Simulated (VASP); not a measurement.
Given:

```yaml
crystal:
  lattice:
    - [2.82192, 0.00000, 0.00000]
    - [0.00000, 2.82192, 0.00000]
    - [0.00000, 0.00000, 2.82192]
  atoms:
    - { symbol: Al, position: [0.50000, 0.50000, 0.50000] }
    - { symbol: Co, position: [0.00000, 0.00000, 0.00000] }
```

All values below come from PBEsol GGA, VASP's PBE PAW potentials (set 64) (plane waves; VASP). Run with 400 eV cut-off, 12×12×12 Γ-centred mesh, first-order Methfessel-Paxton smearing of 0.10 eV, potentials Al Co.

What does the run give for the energy per atom (σ→0), band gap (on the k-mesh) with the smallest direct gap where there is one?

```
Quantity                                                     Value
------------------------  ----------------------------------------
band gap (on the k-mesh)  none (metal, semimetal or under 0.01 eV)
energy per atom (σ→0)                               -6.541 eV/atom
```

The compound is CoAl in the CsCl type structure. It was relaxed first. The start is the result of an earlier pass. The run is not spin-polarised, so no magnetic state was tried.
